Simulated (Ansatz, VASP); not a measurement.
**Cross-check of WSO (2H-WOS, 1 layer) between VASP and Ansatz**

Wanted: the spread between two codes on one cell, functional and k mesh. Of the first pair: The structure shown is the start of the Ansatz relaxation below; VASP solves that cell, so the two are compared at the walk's first step.

Program: Ansatz 0.2.0. Level of theory: plane waves, with VASP 6.6.1 beside it; single point at PBE. Results are calculated unless marked as measured.

## 1. The structure

The cell holds 3 atoms: 1 S, 1 W and 1 O. Cell: a = 3.053 Å, b = 3.053 Å, c = 25.022 Å, α = 90.0°, β = 90.0°, γ = 120.0°. Vacuum lies along c.

## 2. Ansatz: relaxation, PBE

Ansatz runs on its default PAW (the set named soft_2) files.

The two programs are compared at the cell with which this relaxation starts, whose forces are those of its first step.

Contents of input.yaml:

```yaml
crystal:
  lattice:
    - [3.052956, 0.0, 0.0]
    - [-1.526478, 2.6439374526, 0.0]
    - [0.0, 0.0, 25.022203858]
  atoms:
    - { symbol: S, position: [0.3333333333, 0.6666666667, 0.4396095589] }
    - { symbol: W, position: [0.0, 0.0, 0.5120317842] }
    - { symbol: O, position: [0.3333333333, 0.6666666667, 0.5603904411] }
kpoints:
  mp_grid: { grid: [12, 12, 1] }
hamiltonian:
  xc: pbe
scf:
  occupations: { method: fermi_dirac, width: 0.05 }
  convergence: { dr2_threshold: 1.0e-08 }
efield:
  axis: 3
  dipole_correction: true
  ramp_position: 0.97
  ramp_width: 0.04
relax:
  f_tol: 0.01
  cell: { fix: [c, alpha, beta] }
output:
  write_potential: true
  write_density: true
  volumetric_format: npy
```

Command:

```bash
> ansatz run input.yaml --threads 4 --pin off --max-ram 8192MiB --backend cpu --events-out ev --progress --plain --runs-dir out
```

Numbers of over 12 decimals in the logs are rounded to 6 here.

Output:

```text
Warning: relax.cell: scf.convergence.dr2_threshold = 1e-8 eV is looser than the 3e-10 eV advised for a relaxation that steers and ends on the stress (1e-10 eV for each atom of the cell: 3). What an SCF threshold leaves in a stress goes as its square root, and in the free energy as the threshold itself, and one threshold admits the most on a small cell: [figures from the program's tests cut] Set scf.convergence.dr2_threshold to 3e-10 eV or tighter. The threshold is an SCF's pass mark: one that does not reach it within its budget of iterations ends unconverged, or closes short of it on a stop that the run arms, and scf.convergence.dr2_threshold's page says what that costs each kind of run
Engine: ansatz 0.2.0, aarch64-unknown-linux-gnu
Pseudopotentials: kind: paw
Pseudopotential: S, paw, valence charge 6, recommended cutoff 420 eV (normal), S.paw.azcp
Pseudopotential: W, paw, valence charge 14, recommended cutoff 420 eV (normal), W.paw.azcp
Pseudopotential: O, paw, valence charge 6, recommended cutoff 420 eV (normal), O.paw.azcp
Functional definition: PBE
  parameter kappa = 0.804
  parameter beta = 0.066725
  exchange = pbe_x(kappa = kappa, mu = beta*pi^2/3)
  correlation = pbe_c(beta = beta)
Crystal: 3 atoms, lattice volume = 201.975 Å³
Basis set: ecut = 420 eV, 3911 PW (Γ), exchange–correlation on 48×48×360 points (8 copies of the dense FFT grid, shifted against one another)
Bands: 17, of which v1, the nominal top of the filled ones, is band 13 counted from 1 (12 counted from 0)
Symmetry: 6 space group operations
Space group: P3m1 (ITA 156), of the structure as read, at distance tolerance 5.9e-5 Å
k-points: 19 of 144 (time reversal used)
Non-local potential: S, projectors of the file, l = 0: 2, l = 1: 2, l = 2: 2
Non-local potential: W, projectors of the file, l = 0: 3, l = 1: 2, l = 2: 2, l = 3: 1
Non-local potential: O, projectors of the file, l = 0: 2, l = 1: 2, l = 2: 1
PAW form: soft (Blöchl's): semilocal exchange-correlation on the pseudo side does not see the compensation charge
PAW one-centre angular grid: S, 110 points (default); XC on 64 Gauss nodes
PAW one-centre angular grid: W, 590 points (default); XC on 64 Gauss nodes
PAW one-centre angular grid: O, 110 points (default); XC on 64 Gauss nodes
Initial density: superposition of atomic densities (neutral atoms: chi_scale 0, normalization atom), corrected by the library's trained network
Initial wavefunctions: pseudopotential atomic-orbital guess
Functional: x = pbe(κ = 0.804, μ = 0.219515), c = pbe(β = 0.066725)
SCF iter   1: F=—  HF=-11855.275048 eV  |F-HF|=—  |Δ(HF+E_count)|=         —  Δρ=3.54e-3  dr2=2.88e-2  ethr=1.77e-3  p=-0.071 e·Å  D=-6.39e-2 V/Å  ΔV_dip=1.60 eV  dr2_dipole=3.06e-4  V_vac-E_F(+/−)=6.20/4.60 eV  ⟨swp⟩=9.4  Hψ=2263  notcnv=0
efield: sawtooth ramp at fractional position 0.9700 (set: `efield.ramp_position`, or a place that a band, a saddle search or an elastic batch's reference lends), width 0.0400; the density the first Hamiltonian is built on has a dipole p = -0.071 e·Å; the dipole correction subtracts the counter field D = -6.39e-2 V/Å, which shifts the + side's vacuum level by +1.60 eV against the − side's; the planar-averaged density in the ramp window peaks in size at 5.3e-6 e/Å³
preconditioner: auto → none  [insulator: Δε(μ)=1.435 eV  Ē_g=9.228 eV  σ=0.050 eV  W_gap=1.00  n_scr=14 (ndim 8)  ℏωp=11.1 eV  f_vac=0.746  D(μ)=0.00/eV (n_scr^D=0)  ε∞_Penn≈2.4]
SCF iter   2: F=—  HF=-11855.287529 eV  |F-HF|=—  |Δ(HF+E_count)|=   1.25e-2  Δρ=4.40e-3  dr2=9.64e-2  ethr=1.11e-4  p=-0.058 e·Å  D=-5.22e-2 V/Å  ΔV_dip=1.31 eV  dr2_dipole=1.25e-2  V_vac-E_F(+/−)=5.81/4.51 eV  ⟨swp⟩=3.9  Hψ=962  notcnv=0
SCF iter   3: F=—  HF=-11855.285911 eV  |F-HF|=—  |Δ(HF+E_count)|=   1.62e-3  Δρ=3.23e-3  dr2=1.09e-1  ethr=1.11e-4  p=-0.091 e·Å  D=-8.16e-2 V/Å  ΔV_dip=2.04 eV  dr2_dipole=1.65e-2  V_vac-E_F(+/−)=6.16/4.12 eV  ⟨swp⟩=3.0  Hψ=653  notcnv=0
SCF iter   4: F=—  HF=-11855.280326 eV  |F-HF|=—  |Δ(HF+E_count)|=   5.59e-3  Δρ=2.40e-3  dr2=4.41e-2  ethr=1.11e-4  p=-0.086 e·Å  D=-7.69e-2 V/Å  ΔV_dip=1.93 eV  dr2_dipole=6.52e-3  V_vac-E_F(+/−)=6.12/4.20 eV  ⟨swp⟩=1.0  Hψ=459  notcnv=0
SCF iter   5: F=—  HF=-11855.277131 eV  |F-HF|=—  |Δ(HF+E_count)|=   3.20e-3  Δρ=7.40e-4  dr2=2.72e-3  ethr=1.11e-4  p=-0.080 e·Å  D=-7.15e-2 V/Å  ΔV_dip=1.79 eV  dr2_dipole=3.38e-4  V_vac-E_F(+/−)=6.05/4.26 eV  ⟨swp⟩=2.0  Hψ=395  notcnv=0
SCF iter   6: F=—  HF=-11855.277194 eV  |F-HF|=—  |Δ(HF+E_count)|=   6.32e-5  Δρ=1.48e-4  dr2=3.11e-5  ethr=1.05e-5  p=-0.079 e·Å  D=-7.11e-2 V/Å  ΔV_dip=1.78 eV  dr2_dipole=2.57e-6  V_vac-E_F(+/−)=6.04/4.26 eV  ⟨swp⟩=2.0  Hψ=391  notcnv=0
[...]
SCF iter   4: F=—  HF=-11855.679372 eV  |F-HF|=—  |Δ(HF+E_count)|=   8.62e-8  Δρ=6.93e-6  dr2=1.11e-7  ethr=3.40e-9  p=-0.070 e·Å  D=-6.45e-2 V/Å  ΔV_dip=1.62 eV  dr2_dipole=5.30e-10  V_vac-E_F(+/−)=5.66/4.04 eV  ⟨swp⟩=2.2  Hψ=416  notcnv=0
SCF iter   5: F=-11855.679372 eV  HF=-11855.679372 eV  |F-HF|=9.68e-10  |Δ(HF+E_count)|=   1.86e-8  Δρ=2.01e-6  dr2=3.02e-9  ethr=3.85e-11  p=-0.070 e·Å  D=-6.46e-2 V/Å  ΔV_dip=1.62 eV  dr2_dipole=3.40e-13  V_vac-E_F(+/−)=5.66/4.04 eV  ⟨swp⟩=10.0  Hψ=2718  notcnv=0
SCF 6 converged in 5 iterations: F = -11855.679372 eV  dr2 = 3.02e-9
relax step   6: F+E_penalty+E_count = -11855.67937180 eV  Δ(F+E_penalty+E_count) = +2.781e-5 eV  max|allowed force component| = 2.621e-3 eV/Å  Δτ_max = 0.0003 Å  P = -0.001 GPa  Ω = 195.835 Å³  energy of the carried Pulay correction = +2.651e-3 eV  fix = [c, alpha, beta]  reactions: c +0.004 GPa  (5 SCF iters, accepted)
Initial wavefunctions: pseudopotential atomic-orbital guess (no wavefunctions were taken with the density)
iter 1 solved again at ethr=7.04e-7 eV; its pass at ethr=3.10e-3 eV (dr2=1.83e-4 eV) is discarded
SCF iter   1: F=—  HF=-11855.677150 eV  |F-HF|=—  |Δ(HF+E_count)|=         —  Δρ=8.18e-5  dr2=2.05e-6  ethr=7.04e-7  p=-0.070 e·Å  D=-6.46e-2 V/Å  ΔV_dip=1.62 eV  dr2_dipole=7.45e-9  V_vac-E_F(+/−)=5.66/4.04 eV  ⟨swp⟩=3.9  Hψ=3448  notcnv=0
efield: sawtooth ramp at fractional position 0.9700 (set: `efield.ramp_position`, or a place that a band, a saddle search or an elastic batch's reference lends), width 0.0400; the density the first Hamiltonian is built on has a dipole p = -0.070 e·Å; the dipole correction subtracts the counter field D = -6.46e-2 V/Å, which shifts the + side's vacuum level by +1.62 eV against the − side's; the planar-averaged density in the ramp window peaks in size at 3.2e-6 e/Å³
SCF iter   2: F=—  HF=-11855.677210 eV  |F-HF|=—  |Δ(HF+E_count)|=   6.03e-5  Δρ=4.56e-5  dr2=3.81e-6  ethr=7.89e-9  p=-0.070 e·Å  D=-6.45e-2 V/Å  ΔV_dip=1.61 eV  dr2_dipole=3.50e-7  V_vac-E_F(+/−)=5.66/4.04 eV  ⟨swp⟩=3.6  Hψ=749  notcnv=0
SCF iter   3: F=—  HF=-11855.677212 eV  |F-HF|=—  |Δ(HF+E_count)|=   1.33e-6  Δρ=4.38e-5  dr2=1.20e-5  ethr=7.89e-9  p=-0.070 e·Å  D=-6.48e-2 V/Å  ΔV_dip=1.62 eV  dr2_dipole=1.89e-6  V_vac-E_F(+/−)=5.66/4.04 eV  ⟨swp⟩=2.7  Hψ=510  notcnv=0  recentre
SCF iter   4: F=—  HF=-11855.677211 eV  |F-HF|=—  |Δ(HF+E_count)|=   1.05e-6  Δρ=1.65e-5  dr2=1.14e-6  ethr=7.89e-9  p=-0.070 e·Å  D=-6.45e-2 V/Å  ΔV_dip=1.61 eV  dr2_dipole=1.13e-7  V_vac-E_F(+/−)=5.66/4.04 eV  ⟨swp⟩=2.5  Hψ=478  notcnv=0
SCF iter   5: F=—  HF=-11855.677210 eV  |F-HF|=—  |Δ(HF+E_count)|=   4.23e-8  Δρ=5.21e-6  dr2=1.90e-8  ethr=4.38e-9  p=-0.070 e·Å  D=-6.46e-2 V/Å  ΔV_dip=1.62 eV  dr2_dipole=9.22e-10  V_vac-E_F(+/−)=5.66/4.04 eV  ⟨swp⟩=2.1  Hψ=386  notcnv=0
SCF iter   6: F=-11855.677210 eV  HF=-11855.677210 eV  |F-HF|=5.71e-10  |Δ(HF+E_count)|=   9.21e-9  Δρ=1.76e-6  dr2=2.08e-9  ethr=3.85e-11  p=-0.070 e·Å  D=-6.46e-2 V/Å  ΔV_dip=1.62 eV  dr2_dipole=4.41e-11  V_vac-E_F(+/−)=5.66/4.04 eV  ⟨swp⟩=13.7  Hψ=2910  notcnv=0
SCF 7 converged in 6 iterations: F = -11855.677210 eV  dr2 = 2.08e-9
relax step   7: F+E_penalty+E_count = -11855.67721050 eV  Δ(F+E_penalty+E_count) = +2.161e-3 eV  max|allowed force component| = 2.553e-3 eV/Å  Δτ_max = 0.0000 Å  P = -0.020 GPa  Ω = 195.835 Å³  fix = [c, alpha, beta]  reactions: c -0.005 GPa  stress off target by 2.80e-2 GPa on what of the cell is left free  SCF on the basis re-selected at this cell (its energy is not comparable with the rows above)  (6 SCF iters)
basis re-selected at this cell: Δ(F+E_penalty+E_count) = +2.161e-3 eV, ΔP = -0.019 GPa vs the last step (what re-selecting the basis moved, of the pressure what is left beyond the Pulay correction that the steps carried, after the strain that the cell walked since its last selection, with what the two solves' SCF thresholds leave and, on support functions, any second-order correction that the steps lacked; it is no m [...]
WARN: The output density's exchange-correlation potential varies sharply where the density is thin. Do not read a vacuum level from v_tot or v_xc, or from such a field of the output density. On a cell that repeats whose density bears no net charge and no dipole along the vacuum's axis use v_es (v_loc + v_h of the components); under efield.dipole_correction with no amplitude use v_es + v_field, which holds any externa [...]
SCF converged after 6 iterations
Free energy (F): -11855.677210 eV
Harris-Foulkes:  -11855.677210 eV  (|F-HF|=5.71e-10)
Internal energy: -11855.677210 eV  (E = F + TS)
E sigma→0 (E₀):  -11855.677210 eV
Fermi energy:    -0.851814 eV
Dipole field:    D = -0.064568 V/Å  (p = -0.069879 e·Å, saw-weighted, corrected)
Work function:   Φ+ = 5.6576 eV   Φ− = 4.0420 eV
Levels:          The Fermi level and band energies are counted from a zero that moves with the ramp; work functions are not
--- Per-component energies (eV) ---
  E_band       = -552.054632
  E_kinetic    = 732.589718
  E_local      = -24852.250026  (includes V_loc(G=0)·N_el)
  E_nonlocal   = 76.054536
  E_hartree    = 12038.250704
  E_xc         = -438.060458
  E_vxc        = -420.670278  (∫ρ·V_xc dr)
  E_paw        = -9320.187843  (= ΣΔE_a)
  E_vpaw       = -164.954862  (= ΣTr[D̂ρ^β])
  E_aug_tail   = 0.002361  (compensation charges beyond the density's cutoff)
  E_efield     = 0.002256  (sawtooth field / dipole correction)
  E_vefield    = 0.673825  (∫n·V_field dr)
  E_ewald      = 9907.921542
  E_smearing   = -0.000000  (= −TS)
  E_closure    = -0.000000  (closes the sum)
  Σ components = -11855.677210   (vs F -11855.677210, Δ=0.00e0)
--- Forces (eV/Å), atoms counted from 1 ---
  atom   1  S     -0.00000000    -0.00000000     0.00255770
  atom   2  W     -0.00000000     0.00000000    -0.00174396
  atom   3  O      0.00000000     0.00000000    -0.00080004
  max |Σ_I F_I| component: 1.37e-5 eV/Å
--- Stress (GPa, compression-positive) ---
       -0.028023       0.000000      -0.000000
        0.000000      -0.028023      -0.000000
       -0.000000      -0.000000      -0.004613
  P = ⅓ Tr σ = -0.0202 GPa (-0.202 kbar)
--- Band table (eV; the first three rows and the last of 19) ---
  k-point 0: bands = [... 9 lower, -5.1026, -3.8450, -3.8450, -1.6140, 0.7177, 0.7177, 1.2444, 1.2444]
  k-point 1: bands = [... 9 lower, -5.0982, -4.0879, -3.9544, -1.7436, 0.6048, 0.7239, 1.0515, 1.3891]
  k-point 2: bands = [... 9 lower, -5.4410, -4.4007, -4.1572, -2.1978, 0.4217, 0.6852, 0.9761, 1.8166]
  k-point 18: bands = [... 9 lower, -6.6463, -5.8212, -4.8197, -2.5644, -0.0691, 1.5139, 2.3661, 3.1150]
--- Relaxed structure (6 steps of the walk, 6 accepted, 1 SCFs on fresh bases) ---
  F+E_penalty+E_count = -11855.67721050 eV   max|allowed force component| = 2.553e-3 eV/Å   (the final SCF, on the basis selected at the relaxed cell)
  cell:  # Å, volume = 195.8354 Å³
    - [3.006198, 0, 0]
    - [-1.503099, 2.603444, 0]
    - [0, 0, 25.022203858]
  atoms:
    - { symbol: S, position: [0.333333, 0.666667, 0.444934] }
    - { symbol: W, position: [-5.37378585892547e-19, -3.700743415524894e-17, 0.510260] }
    - { symbol: O, position: [0.333333, 0.666667, 0.556838] }
```

## 3. VASP: single point, PBE, start cell, pair 1

The same cell, functional, mesh and smearing now go to VASP, with its own data sets.

Lines of VASP's logs that name or quote its potential files are left out, and so is its time.

Contents of INCAR:

```
SYSTEM = WSO
PREC = Accurate
ENCUT = 520
EDIFF = 1E-06
NELM = 120
ISMEAR = -1
SIGMA = 0.05
LREAL = .FALSE.
ALGO = Normal
GGA = PE
NBANDS = 15
LASPH = .TRUE.
LORBIT = 11
LWAVE = .FALSE.
LCHARG = .FALSE.
ISIF = 2
LDIPOL = .TRUE.
IDIPOL = 3
DIPOL = 0.5 0.5 0.504
LVHAR = .TRUE.
GGA_COMPAT = .FALSE.
EFERMI = MIDGAP
NELMDL = -8
```

Contents of POSCAR:

```
WSO
1.0
    3.0529560000      0.0000000000      0.0000000000
   -1.5264780000      2.6439370000      0.0000000000
    0.0000000000      0.0000000000     25.0222040000
S W O
1 1 1
Direct
    0.3333333964      0.6666667927      0.4396095564
    0.0000000631      0.0000001260      0.5120317938
    0.3333333964      0.6666667927      0.5603904436
```

Contents of KPOINTS:

```
Automatic mesh
0
Gamma
12 12 1
0 0 0
```

The projector-augmented-wave data sets are S, W and O (PBE family, release 64).

Command:

```bash
> mpirun -np 1 vasp_std
```

Output:

```text
[banner, memory and clock lines left out]
running    1 mpi-ranks, on    1 nodes
 distrk:  each k-point on    1 cores,    1 groups
 distr:  one band on    1 cores,    1 groups

 POSCAR found type information on POSCAR S W O
 POSCAR found :  3 types and       3 ions
 LDA part: xc-table for (Slater+PW92), standard interpolation
 POSCAR, INCAR and KPOINTS ok, starting setup
 FFT: planning ... GRIDC
 FFT: planning ... GRID_SOFT
 FFT: planning ... GRID
 WAVECAR not read
 entering main loop
       N       E                     dE             d eps       ncg     rms          rms(c)
DAV:   1     0.141574073795E+03    0.14157E+03   -0.61728E+03   578   0.869E+02
DAV:   2    -0.967252564602E+01   -0.15125E+03   -0.13960E+03   968   0.191E+02
DAV:   3    -0.285611976821E+02   -0.18889E+02   -0.18668E+02   816   0.838E+01
DAV:   4    -0.289269446352E+02   -0.36575E+00   -0.36415E+00   754   0.134E+01
DAV:   5    -0.289334516494E+02   -0.65070E-02   -0.64636E-02   818   0.157E+00
DAV:   6    -0.289336621405E+02   -0.21049E-03   -0.21048E-03   754   0.282E-01
DAV:   7    -0.289336709704E+02   -0.88299E-05   -0.88299E-05   818   0.508E-02
DAV:   8    -0.289336712953E+02   -0.32495E-06   -0.32491E-06   697   0.985E-03    0.261E+01
DAV:   9    -0.261596276059E+02    0.27740E+01   -0.12836E+01   799   0.313E+01    0.989E+00
DAV:  10    -0.258101338822E+02    0.34949E+00   -0.40265E+00   755   0.196E+01    0.847E+00
DAV:  11    -0.255059391226E+02    0.30419E+00   -0.75486E-01   731   0.824E+00    0.124E+00
DAV:  12    -0.254953897893E+02    0.10549E-01   -0.10409E-01   780   0.306E+00    0.550E-01
DAV:  13    -0.254948501297E+02    0.53966E-03   -0.11929E-02   759   0.935E-01    0.464E-01
DAV:  14    -0.254939283369E+02    0.92179E-03   -0.29761E-03   822   0.398E-01    0.219E-01
[...]
DAV:  21    -0.254938673166E+02   -0.25789E-04   -0.26891E-06   779   0.122E-02    0.323E-03
DAV:  22    -0.254938854508E+02   -0.18134E-04   -0.41328E-07   608   0.443E-03    0.267E-03
DAV:  23    -0.254938963295E+02   -0.10879E-04   -0.35455E-07   618   0.270E-03    0.164E-03
DAV:  24    -0.254939026288E+02   -0.62992E-05   -0.14371E-07   614   0.164E-03    0.503E-04
DAV:  25    -0.254939067307E+02   -0.41019E-05   -0.12729E-07   586   0.185E-03    0.327E-04
DAV:  26    -0.254939081046E+02   -0.13739E-05   -0.27530E-08   628   0.107E-03    0.345E-04
DAV:  27    -0.254939093496E+02   -0.12450E-05   -0.39649E-08   600   0.715E-04    0.147E-04
DAV:  28    -0.254939097442E+02   -0.39468E-06   -0.12430E-08   628   0.388E-04
   1 F= -.25493910E+02 E0= -.25493910E+02  d E =-.796715E-07
```

Parts of OUTCAR (step 3):

```text
ion  position               nearest neighbor table
   1  0.333  0.667  0.440-   2 2.53   2 2.53   2 2.53
   2  0.000  0.000  0.512-   3 2.14   3 2.14   3 2.14   1 2.53   1 2.53   1 2.53
   3  0.333  0.667  0.560-   2 2.14   2 2.14   2 2.14

  LATTYP: Found a hexagonal cell.
 ALAT       =     3.0529560000
 C/A-ratio  =     8.1960578534

 Subroutine GETGRP returns: Found  6 space group operations
 (whereof  6 operations were pure point group operations)

The static configuration has the point symmetry C_3v.

 Found     19 irreducible k-points:

   k-points           NKPTS =     19   k-points in BZ     NKDIM =     19   number of bands    NBANDS=     15

   dimension x,y,z NGX =    24 NGY =   24 NGZ =  192
   dimension x,y,z NGXF=    48 NGYF=   48 NGZF=  384

   ENCUT  =  520.0 eV  38.22 Ry    6.18 a.u.   5.68  5.68 46.52*2*pi/ulx,y,z

   NELECT =      18.0000    total number of electrons

 k-points in reciprocal lattice and weights: Automatic mesh
   0.00000000  0.00000000  0.00000000       0.007
   0.08333333 -0.00000000  0.00000000       0.042
   0.16666667 -0.00000000  0.00000000       0.042
   0.25000000  0.00000000  0.00000000       0.042
   0.33333333 -0.00000000  0.00000000       0.042
   0.41666667 -0.00000000  0.00000000       0.042
   0.50000000  0.00000000  0.00000000       0.021
   0.08333333  0.08333333  0.00000000       0.042
   0.16666667  0.08333333  0.00000000       0.083
[...]
0.33333333  0.25000000  0.00000000       0.083
   0.33333333  0.33333333  0.00000000       0.014

 dipolmoment           0.000000      0.000000      0.084101 electrons x Angstroem

 average (electrostatic) potential at core
       1 -95.3688       2 -50.1459       3 -79.2953

 E-fermi :  -2.7090

 k-point     1 :       0.0000    0.0000    0.0000
  band No.  band energies     occupation
    ...
      5      -7.9067      2.00000
      6      -6.8416      2.00000
      7      -4.7319      2.00000
      8      -4.7319      2.00000
      9      -3.3668      2.00000
     10      -1.1211      0.00000
     11      -1.1211      0.00000
     12      -0.7459      0.00000
     13      -0.7459      0.00000
     14       0.1554      0.00000
    ...

 k-point     2 :       0.0833   -0.0000    0.0000
  band No.  band energies     occupation
    ...
      5      -7.8589      2.00000
      6      -6.7580      2.00000
      7      -5.0484      2.00000
      8      -4.8194      2.00000
      9      -3.4654      2.00000
     10      -1.3534      0.00000
     11      -1.1954      0.00000
     12      -0.8459      0.00000
     13      -0.5606      0.00000
     14       0.5248      0.00000
    ...

 k-point     3 :       0.1667   -0.0000    0.0000
  band No.  band energies     occupation
    ...
      5      -7.7615      2.00000
      6      -6.7331      2.00000
      7      -5.7657      2.00000
      8      -4.9824      2.00000
      9      -3.8392      2.00000
     10      -1.7065      0.00000
     11      -1.2931      0.00000
     12      -0.7874      0.00000
     13      -0.1723      0.00000
     14       1.1880      0.00000
    ...

  Total       -4.0898673     -4.0898659     -7.4760902     -0.0000000     -0.0000000      0.0000000
  in kB      -32.4431184    -32.4431073    -59.3045354     -0.0000000     -0.0000000      0.0000000
  external PRESSURE =     -41.3969204 kB  Pullay stress =       0.0000000 kB

  energy-cutoff  :      520.00
  volume of cell :      201.97
      direct lattice vectors                 reciprocal lattice vectors
     3.052956000  0.000000000  0.000000000     0.327551396  0.189111919  0.000000000
    -1.526478000  2.643937000  0.000000000     0.000000000  0.378223838  0.000000000
     0.000000000  0.000000000 25.022204000     0.000000000  0.000000000  0.039964505

 POSITION                                       TOTAL-FORCE (eV/Angst)
 -----------------------------------------------------------------------------------
      0.00000      1.76262     11.00000         0.000000     -0.000000      3.191401
      0.00000      0.00000     12.81216         0.000000     -0.000000     -1.821601
      0.00000      1.76262     14.02220        -0.000000      0.000000     -1.369800
 -----------------------------------------------------------------------------------
    total drift:                               -0.000000     -0.000566     -0.000266

  FREE ENERGIE OF THE ION-ELECTRON SYSTEM (eV)
  ---------------------------------------------------
  free  energy   TOTEN  =       -25.4939097442 eV

  energy  without entropy=      -25.4939096646  energy(sigma->0) =      -25.49390970

 vacuum level on the upper side and lower side of the slab         3.415         1.529

 total charge
# of ion       s       p       d       tot
------------------------------------------
    1        1.370   2.283   0.000   3.653
    2        0.511   0.647   3.968   5.126
    3        1.577   3.350   0.000   4.927
--------------------------------------------------
tot          3.458   6.279   3.968  13.705

[... 3 further parts left out ...]
```

This run has no spin polarisation, so a moment on W, if there is one, isn't seen. The data set W keeps the semicore shell frozen, which is cheaper and a little less accurate.

(Part 1 of 2 ends here.)

[Lines on the potential files, build, host, timing and source positions are cut from VASP's logs without a mark.]

[Logs are printed without paths, hosts, clocks, repeated set-up lines and the standing remarks that a program may print on its own settings, such as how far it seeks lower states.]

[Hosts, paths, dates, database ids (printed as entryN), source tags and the programs' standing remarks are cut or masked in the printed files.]
